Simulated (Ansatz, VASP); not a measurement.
# Cross-check of C between VASP and Ansatz

Wanted: the spread between two codes on one cell, functional and k mesh. Of the first pair: The structure shown is frame 167 of Ansatz's trajectory.

Program: Ansatz 0.2.0. Level of theory: plane waves, with VASP 6.6.1 beside it; single point at LDA. Results are calculated unless marked as measured.

### 1. Set-up

The cell holds 52 atoms: 52 C. Cell: a = 8.870 Å, b = 8.870 Å, c = 15.530 Å, α = 90.0°, β = 90.0°, γ = 120.0°. It derives from C (graphene). As first built, before any earlier steps moved the atoms (in the runner's words): graphene (a = 2.46 A) under graphene (a = 2.46 A), bilayer, commensurate cell of 13 unit cells a layer, twist 27.80 deg; facing atoms 3.53 A apart;; minimised with a classical potential. Vacuum lies along c.

### 2. Ansatz: dynamics, LDA

Ansatz runs on its PAW soft_1 files.

One frame of this run of dynamics is then solved in both programs, so the motion causes no difference.

Input file input.yaml:

```yaml
crystal:
  lattice:
    - [8.8697, 0.0, 0.0]
    - [-4.4348, 7.6814, 0.0]
    - [0.0, 0.0, 15.53]
  atoms:
    - { symbol: C, position: [0.1282051532711519, 0.17948755948870032, 0.39052801030264006] }
    - { symbol: C, position: [0.17948742348209606, 0.05127949014601321, 0.39052801030264006] }
    - { symbol: C, position: [0.2051278195160411, 0.4871803697329294, 0.39052801030264006] }
    - { symbol: C, position: [0.25641008972698526, 0.35897230039024225, 0.39056020605280106] }
    - { symbol: C, position: [0.28204397653541524, 0.794869925398808, 0.39052801030264006] }
    - { symbol: C, position: [0.3333266827440508, 0.6666711838793623, 0.3905086928525435] }
    - { symbol: C, position: [0.3589689929862353, 0.10255898029476822, 0.39056020605280106] }
    - { symbol: C, position: [0.4102554222167637, 0.9743579208787003, 0.39052801030264006] }
    - { symbol: C, position: [0.43589773239277435, 0.41026111835959855, 0.39052801030264006] }
    - { symbol: C, position: [0.48717392944338883, 0.28204653978357014, 0.39052801030264006] }
    - { symbol: C, position: [0.5128203986376635, 0.7179539286038276, 0.39052801030264006] }
    - { symbol: C, position: [0.564096595688278, 0.589739350027799, 0.39052801030264006] }
    - { symbol: C, position: [0.5897389058642886, 0.025642547508697294, 0.39052801030264006] }
    - { symbol: C, position: [0.6410253350948171, 0.8974414880926295, 0.39056020605280106] }
    - { symbol: C, position: [0.6666676453370015, 0.3333292845080353, 0.3905086928525435] }
    - { symbol: C, position: [0.7179503515456371, 0.2051305429885898, 0.39052801030264006] }
    - { symbol: C, position: [0.7435842383540672, 0.6410281679971555, 0.39056020605280106] }
    - { symbol: C, position: [0.7948665085650111, 0.5128200986544683, 0.39052801030264006] }
    - { symbol: C, position: [0.8205069045989563, 0.9487209782413845, 0.39052801030264006] }
    - { symbol: C, position: [0.8717891748099005, 0.8205129088986972, 0.39052801030264006] }
    - { symbol: C, position: [0.8974375582137348, 0.2564100331347045, 0.39056020605280106] }
    - { symbol: C, position: [0.9487170098453401, 0.12820760096785733, 0.39052801030264006] }
    - { symbol: C, position: [0.9743537152331088, 0.5640995888005831, 0.39052801030264006] }
    - { symbol: C, position: [0.02564061284794343, 0.43590087958681467, 0.39052801030264006] }
    - { symbol: C, position: [0.05127731823571233, 0.8717928674195403, 0.39052801030264006] }
    - { symbol: C, position: [0.10255676986731758, 0.7435904352526931, 0.39056020605280106] }
    - { symbol: C, position: [0.743586536427287, 0.10255886722548356, 0.609439793947199] }
    - { symbol: C, position: [0.7948660986349954, 0.28204636213018824, 0.6094719896973599] }
    - { symbol: C, position: [0.6666676453370015, 0.3333292845080353, 0.6094913071474566] }
    - { symbol: C, position: [0.7179504621230604, 0.5128232886474015, 0.6094719896973599] }
    - { symbol: C, position: [0.43589748517157245, 0.02564285433027346, 0.6094719896973599] }
    - { symbol: C, position: [0.48717704737928075, 0.2051303492349782, 0.6094719896973599] }
    - { symbol: C, position: [0.5897361717920571, 0.5640997018698677, 0.6094719896973599] }
    - { symbol: C, position: [0.6410250618059397, 0.7435876327643429, 0.609439793947199] }
    - { symbol: C, position: [0.3589692662751128, 0.2564128356230547, 0.609439793947199] }
    - { symbol: C, position: [0.41025815628899526, 0.43590076651752996, 0.6094719896973599] }
    - { symbol: C, position: [0.1282056477122355, 0.9487212689600906, 0.6094719896973599] }
    - { symbol: C, position: [0.17948474154521568, 0.12820782710510656, 0.6094719896973599] }
    - { symbol: C, position: [0.5128172807017715, 0.7948701191524195, 0.6094719896973599] }
    - { symbol: C, position: [0.5640968429094799, 0.9743576140571242, 0.6094719896973599] }
    - { symbol: C, position: [0.2820438659579921, 0.48717717973999625, 0.6094719896973599] }
    - { symbol: C, position: [0.3333266827440508, 0.6666711838793623, 0.6094913071474566] }
    - { symbol: C, position: [0.05127696044104768, 0.1794903134931832, 0.6094719896973599] }
    - { symbol: C, position: [0.10255652264611567, 0.3589721712233681, 0.609439793947199] }
    - { symbol: C, position: [0.8205095865358366, 0.8717926412822911, 0.6094719896973599] }
    - { symbol: C, position: [0.8717886803688168, 0.05127919942730711, 0.6094719896973599] }
    - { symbol: C, position: [0.20512822944605696, 0.7179541062572095, 0.6094719896973599] }
    - { symbol: C, position: [0.25640779165376526, 0.8974416011619141, 0.609439793947199] }
    - { symbol: C, position: [0.9743538779432429, 0.410257879882798, 0.6094719896973599] }
    - { symbol: C, position: [0.02564045013780934, 0.5897425885045997, 0.6094719896973599] }
    - { symbol: C, position: [0.8974378054349367, 0.6410282971640295, 0.609439793947199] }
    - { symbol: C, position: [0.9487173676400046, 0.8205101548942144, 0.6094719896973599] }
kpoints:
  mp_grid:
    grid: [1, 1, 1]
hamiltonian:
  xc: lda
  pseudopotentials:
    kind: paw
    xc_functional: pbe
    azcp:
      folder: "./paw"
scf:
  occupations:
    method: fermi_dirac
    width: 0.025
md:
  timestep: 1.0
  n_steps: 500
  ensemble: nve
  temperature: 900.0
  initial_velocities: maxwell_boltzmann
  seed: 509
```

Launch:

```sh
> python dynamics.py
```

### 3. VASP: single point, LDA, pair 1

The same cell, functional (in two slightly different forms), mesh and smearing now go to VASP, with its own data sets.

Lines of VASP's logs that name or quote its potential files are left out, and so is its time.

Input file INCAR:

```
SYSTEM = C
PREC = Accurate
ENCUT = 520
EDIFF = 1E-06
NELM = 120
ISMEAR = -1
SIGMA = 0.025
LREAL = Auto
ALGO = Normal
GGA = PW92
NBANDS = 144
LORBIT = 11
LWAVE = .FALSE.
LCHARG = .FALSE.
ISIF = 2
LASPH = .TRUE.
GGA_COMPAT = .FALSE.
EFERMI = MIDGAP
NCORE = 2
```

Input file POSCAR:

```
C
1.0
    8.8697000000      0.0000000000      0.0000000000
   -4.4348000000      7.6814000000      0.0000000000
    0.0000000000      0.0000000000     15.5300000000
C
52
Direct
    0.1564531493      0.2076965137      0.3921893110
    0.2071496282      0.0779415211      0.3974372183
    0.2265124948      0.5112739865      0.3821442370
    0.2691487332      0.3864139350      0.3873857051
    0.3082286990      0.8209831541      0.3863683194
    0.3562482968      0.6921654907      0.3870122344
    0.3800400169      0.1320332231      0.3882485512
    0.4277751228      0.9935818991      0.3822150676
    0.4516805702      0.4361574713      0.3857952350
    0.5050820799      0.3065587002      0.3849517064
    0.5405507979      0.7483141094      0.3863425628
    0.5926185675      0.6130262713      0.3882936252
    0.6161079934      0.0539354805      0.3892852543
    0.6767050634      0.9289192074      0.3916097875
    0.6843599568      0.3574608795      0.3827301996
    0.7379229938      0.2320410342      0.3902704443
    0.7698528909      0.6643059859      0.3875531230
    0.8234646835      0.5358268024      0.3836638764
    0.8470003105      0.9738068581      0.3879008371
    0.9041936121      0.8505741141      0.3924919511
    0.9140108162      0.2714218762      0.3855569865
    0.9741343893      0.1476683938      0.3829040567
    0.9979311174      0.5822245945      0.3856342563
    0.0419941066      0.4469367563      0.3884674823
    0.0792752684      0.8919337621      0.3945975531
    0.1226171952      0.7639753170      0.3842305216
    0.7215945520      0.0836175697      0.6106632325
    0.7701219089      0.2662014737      0.6129426916
    0.6386634886      0.3077824355      0.6130714746
    0.6980803365      0.4957299451      0.6121957502
    0.4133276840      0.9929179577      0.6179845460
    0.4617798797      0.1774936860      0.6182163554
    0.5719490333      0.5456427214      0.6128010303
    0.6196830771      0.7145312052      0.6128396652
    0.3320910955      0.2321972557      0.6110302640
    0.3877544936      0.4130887599      0.6116806182
    0.1060153664      0.9288410967      0.6062781713
    0.1540425462      0.1037050538      0.6038248551
    0.4932904774      0.7697164579      0.6083580167
    0.5435746632      0.9468846825      0.6129426916
    0.2683516906      0.4710469446      0.6192916935
    0.3102273043      0.6420183821      0.6185125563
    0.0248924199      0.1491134429      0.6053251771
    0.0748638256      0.3318796053      0.6203155184
    0.8016462817      0.8497930065      0.6164649066
    0.8370825767      0.0185513058      0.6057050869
    0.1753058488      0.6917358815      0.6110238249
    0.2351966099      0.8759861484      0.6060141661
    0.9483492959      0.3868435441      0.6145460399
    0.9971129691      0.5646236363      0.6108048938
    0.8730475474      0.6147447080      0.6151448809
    0.9307468861      0.7981748119      0.6167546684
```

Input file KPOINTS:

```
Automatic mesh
0
Gamma
1 1 1
0 0 0
```

Potentials, in the order of the species: C (LDA family, release 64).

Launch:

```sh
> mpirun -np 8 vasp_gam
```

Output:

```text
[banner, memory and clock lines left out]
running    8 mpi-ranks, on    1 nodes
[...]
|                                                                             |
|               ----> ADVICE to this user running VASP <----                  |
|                                                                             |
|     You enforced a specific xc type in the INCAR file but a different       |
|     [... a line on the potential file left out ...]
|     I HOPE YOU KNOW WHAT YOU ARE DOING!                                     |
|                                                                             |

 LDA part: xc-table for (Slater(with rela. corr.)+PW92), standard interpolation
 POSCAR, INCAR and KPOINTS ok, starting setup
[...]
entering main loop
       N       E                     dE             d eps       ncg     rms          rms(c)
DAV:   1     0.215025112211E+04    0.21503E+04   -0.10181E+05   296   0.129E+03
DAV:   2    -0.246028339712E+03   -0.23963E+04   -0.22742E+04   440   0.320E+02
DAV:   3    -0.546513164193E+03   -0.30048E+03   -0.29772E+03   344   0.120E+02
DAV:   4    -0.557661863209E+03   -0.11149E+02   -0.11096E+02   376   0.277E+01
[...]
DAV:  20    -0.520301582927E+03   -0.94039E-05   -0.29033E-07   224   0.967E-04    0.298E-04
DAV:  21    -0.520301585146E+03   -0.22184E-05   -0.10851E-07   232   0.564E-04    0.967E-05
DAV:  22    -0.520301585484E+03   -0.33774E-06   -0.21460E-08   224   0.311E-04
   1 F= -.52030159E+03 E0= -.52030159E+03  d E =0.000000E+00
```

From OUTCAR (step 3):

```text
  Total      -13.5539250    -13.2157577     -3.0956914     -1.2841263     -1.1735586     -1.5882599
  in kB      -20.5236638    -20.0116032     -4.6875669     -1.9444534     -1.7770294     -2.4049795
  external PRESSURE =     -15.0742780 kB  Pullay stress =       0.0000000 kB

 POSITION                                       TOTAL-FORCE (eV/Angst)
 -----------------------------------------------------------------------------------
      0.46660      1.59540      6.09070        -1.929741     -2.068416     -0.498422
      1.49170      0.59870      6.17220        -1.337533     -0.432503     -0.770703
     -0.25830      3.92730      5.93470        -2.572267      0.766356      1.084068
      0.67360      2.96820      6.01610         5.210305     -0.786592     -0.118477
     -0.90700      6.30630      6.00030        -1.800877     -2.031168     -0.524162
      0.09020      5.31680      6.01030         1.534831      0.313538     -0.605601
      2.78530      1.01420      6.02950         2.424297     -2.631201     -0.123762
     -0.61210      7.63210      5.93580         1.732269      3.903603      1.317593
      2.07200      3.35030      5.99140         1.754612      0.115443      0.322268
      3.12040      2.35480      5.97830        -0.295196      1.696659     -0.012373
      1.47590      5.74810      5.99990         0.862135     -1.295041      0.908017
      2.53770      4.70890      6.03020        -2.879283      0.822863     -0.615854
      5.22550      0.41430      6.04560        -0.973229     -1.673658     -0.333500
      1.88260      7.13540      6.08170        -4.422475     -1.591360     -0.778626
[...]
-----------------------------------------------------------------------------------
    total drift:                               -0.009189      0.012885      0.000186

  FREE ENERGIE OF THE ION-ELECTRON SYSTEM (eV)
  ---------------------------------------------------
  free  energy   TOTEN  =      -520.3015854836 eV

  energy  without entropy=     -520.3015854836  energy(sigma->0) =     -520.30158548

[... 3 further parts left out ...]
[key lines of the parts left out:]
E-fermi :  -0.7321
```

### 4. Differences

Known differences besides the potentials themselves: VASP's log shows a relativistic correction to its local exchange, Ansatz's none; Ansatz takes its cutoff from its data sets, VASP runs at 520 eV. Total energies have different zeros and are not compared.

Forces on 8 of the 52 atoms, those with the largest forces and the largest differences (eV/Å; atoms numbered as in POSCAR):

```csv
atom,"Ansatz x, y, z","VASP x, y, z"
C3,"-2.582, 0.752, 1.091","-2.572, 0.766, 1.084"
C4,"5.237, -0.791, -0.121","5.210, -0.787, -0.118"
C8,"1.739, 3.904, 1.326","1.732, 3.904, 1.318"
C14,"-4.426, -1.599, -0.783","-4.422, -1.591, -0.779"
C33,"-0.439, -3.568, -0.091","-0.439, -3.550, -0.093"
C34,"-0.890, 3.921, 0.070","-0.886, 3.906, 0.069"
C41,"-2.768, -3.999, -0.129","-2.772, -3.999, -0.126"
C46,"2.589, 3.779, 0.650","2.588, 3.777, 0.640"
```

The forces differ by 6.4 meV/Å r.m.s., which is 0.4 % of the r.m.s. force of 1.548 eV/Å (both taken over all components). With vacuum in the cell, a pressure given here is an average over mostly empty space and none of the material.

### 5. Ansatz: dynamics, LDA

One frame of this run of dynamics is then solved in both programs, so the motion causes no difference.

The structure compared here is frame 334 of Ansatz's trajectory.

input.yaml is that of step 2.

Launch:

```sh
> python dynamics.py
```

### 6. VASP: single point, LDA, pair 2

The same cell, functional (in two slightly different forms), mesh and smearing now go to VASP, with its own data sets.

INCAR is that of step 3.

Input file POSCAR:

```
C
1.0
    8.8697000000      0.0000000000      0.0000000000
   -4.4348000000      7.6814000000      0.0000000000
    0.0000000000      0.0000000000     15.5300000000
C
52
Direct
    0.1770294450      0.2332908064      0.3993560850
    0.2267469674      0.0944749655      0.4015969092
    0.2562518822      0.5406957065      0.3858081133
    0.3029910903      0.4062280313      0.3888795879
    0.3234384788      0.8384148723      0.3954475209
    0.3776422357      0.7101049288      0.3907340631
    0.4111120529      0.1474340615      0.3980167418
    0.4560334436      0.0199963548      0.3898712170
    0.4765101295      0.4409222277      0.3902253703
    0.5364512034      0.3221027417      0.3919446233
    0.5594621464      0.7648735908      0.3862266581
    0.6056203934      0.6282969250      0.3913586607
    0.6399034674      0.0769260812      0.3945460399
    0.6889560311      0.9494753561      0.3960656793
    0.7182802567      0.3865180826      0.3869285254
    0.7743242095      0.2542895826      0.3906954282
    0.7914180138      0.6927122660      0.3943786220
    0.8498267300      0.5633868826      0.3862137798
    0.8637704999      0.0037623350      0.3995235029
    0.9143369944      0.8778738251      0.4001545396
    0.9484897746      0.3032650298      0.3878557630
    0.9959342109      0.1775587783      0.3921313587
    0.0280047076      0.6136902127      0.3889246619
    0.0742452936      0.4853281954      0.3908242112
    0.0944722855      0.9279428229      0.4001352222
    0.1465464949      0.8008305778      0.3874694140
    0.6983447402      0.0586742000      0.6083515776
    0.7505034401      0.2392532611      0.6134771410
    0.6245246952      0.2865623454      0.6080746941
    0.6698073984      0.4648892129      0.6107276240
    0.3904226399      0.9752258703      0.6070508693
    0.4384098346      0.1558049314      0.6067933033
    0.5453863604      0.5232509699      0.6124275596
    0.5893116930      0.6941052412      0.6085511912
    0.3116525739      0.2086598797      0.6060592402
    0.3680740807      0.3922852605      0.6074887315
    0.0826791191      0.9058895514      0.6019188667
    0.1319421997      0.0761449736      0.6012105602
    0.4660847258      0.7484963678      0.6056084997
    0.5211933949      0.9254823339      0.6057050869
    0.2400234878      0.4432525321      0.6109079202
    0.2830527487      0.6231155779      0.6170573084
    0.0017923911      0.1222823964      0.6001802962
    0.0596682876      0.3059077772      0.6107855763
    0.7695510717      0.8170125238      0.6047971668
    0.8183811642      0.9973832895      0.5987250483
    0.1513757955      0.6695133700      0.6120154540
    0.2034929837      0.8492201942      0.6004249839
    0.9299042192      0.3622646913      0.6110560206
    0.9690675330      0.5357486916      0.6099162910
    0.8495724948      0.5904782982      0.6108177721
    0.8978116291      0.7686749811      0.6045653574
```

KPOINTS is that of step 3.

Launch:

```sh
> mpirun -np 8 vasp_gam
```

Output:

```text
[banner, memory and clock lines left out]
running    8 mpi-ranks, on    1 nodes
[...]
[... a notice as in an earlier step ...]

 LDA part: xc-table for (Slater(with rela. corr.)+PW92), standard interpolation
 POSCAR, INCAR and KPOINTS ok, starting setup
[...]
entering main loop
       N       E                     dE             d eps       ncg     rms          rms(c)
DAV:   1     0.215486351892E+04    0.21549E+04   -0.10183E+05   296   0.129E+03
DAV:   2    -0.252203595955E+03   -0.24071E+04   -0.22896E+04   432   0.320E+02
DAV:   3    -0.547116480658E+03   -0.29491E+03   -0.29217E+03   352   0.119E+02
DAV:   4    -0.557737493127E+03   -0.10621E+02   -0.10575E+02   376   0.272E+01
[...]
DAV:  20    -0.520682659670E+03   -0.12792E-04   -0.41894E-07   216   0.108E-03    0.345E-04
DAV:  21    -0.520682662757E+03   -0.30867E-05   -0.14986E-07   224   0.625E-04    0.117E-04
DAV:  22    -0.520682663460E+03   -0.70340E-06   -0.34542E-08   232   0.359E-04
   1 F= -.52068266E+03 E0= -.52068266E+03  d E =0.000000E+00
```

Parts of OUTCAR (step 6):

```text
  Total      -14.8637495    -14.3579590     -1.3108659     -1.7208559     -1.0091670      0.0514574
  in kB      -22.5070301    -21.7411505     -1.9849432     -2.6057594     -1.5281038      0.0779179
  external PRESSURE =     -15.4110413 kB  Pullay stress =       0.0000000 kB

 POSITION                                       TOTAL-FORCE (eV/Angst)
 -----------------------------------------------------------------------------------
      0.53560      1.79200      6.20200         0.573679     -2.984766     -0.853627
      1.59220      0.72570      6.23680        -0.591487      4.725112      0.050204
     -0.12500      4.15330      5.99160        -0.386589     -3.764706      0.762495
      0.88590      3.12040      6.03930         0.188680      0.106286      0.357156
     -0.84940      6.44020      6.14130         0.016116      1.750506     -1.491518
      0.20040      5.45460      6.06810         0.176834      3.334753     -0.511040
      2.99260      1.13250      6.18120        -2.051583     -1.338389     -0.735811
      3.95620      0.15360      6.05470         1.571575     -0.558170      1.526088
      2.27110      3.38690      6.06020        -0.124444      3.938134     -0.040232
      3.32970      2.47420      6.08690        -0.449386      1.464033      0.086062
      1.57020      5.87530      5.99810         0.310879     -0.444433      1.684152
      2.58530      4.82620      6.07780         0.596535      1.288831     -0.546254
      5.33460      0.59090      6.12730        -0.727584     -0.486886     -0.686169
      1.90010      7.29330      6.15090        -1.259696     -1.878562     -0.692062
[...]
-----------------------------------------------------------------------------------
    total drift:                               -0.010817     -0.077978      0.008130

  FREE ENERGIE OF THE ION-ELECTRON SYSTEM (eV)
  ---------------------------------------------------
  free  energy   TOTEN  =      -520.6826634602 eV

  energy  without entropy=     -520.6826634602  energy(sigma->0) =     -520.68266346

[... 2 parts as in an earlier step ...]

[... 1 further part left out ...]
[key lines of the parts left out:]
E-fermi :  -0.7154
```

### 7. Comparison

Forces on 9 of the 52 atoms, those with the largest forces and the largest differences (eV/Å; atoms numbered as in POSCAR):

```csv
atom,"Ansatz x, y, z","VASP x, y, z"
C2,"-0.590, 4.725, 0.046","-0.591, 4.725, 0.050"
C3,"-0.388, -3.771, 0.779","-0.387, -3.765, 0.762"
C9,"-0.124, 3.945, -0.038","-0.124, 3.938, -0.040"
C11,"0.303, -0.456, 1.691","0.311, -0.444, 1.684"
C26,"2.089, -2.389, 1.762","2.079, -2.386, 1.751"
C33,"0.689, -3.376, -0.581","0.697, -3.365, -0.577"
C37,"-0.592, -4.070, -0.273","-0.597, -4.056, -0.269"
C38,"-0.587, 2.651, 0.141","-0.585, 2.635, 0.138"
C50,"3.505, 1.544, 0.432","3.492, 1.541, 0.430"
```

The forces differ by 6.0 meV/Å r.m.s., which is 0.4 % of the r.m.s. force of 1.395 eV/Å (both taken over all components). With vacuum in the cell, a pressure given here is an average over mostly empty space and none of the material.

(Continued in part 2 of 2.)

[Lines on the potential files, build, host, timing and source positions are cut from VASP's logs without a mark.]

[Logs are printed without paths, hosts, clocks, repeated set-up lines and the standing remarks that a program may print on its own settings, such as how far it seeks lower states.]

[Hosts, paths, dates, database ids (printed as entryN), source tags and the programs' standing remarks are cut or masked in the printed files.]
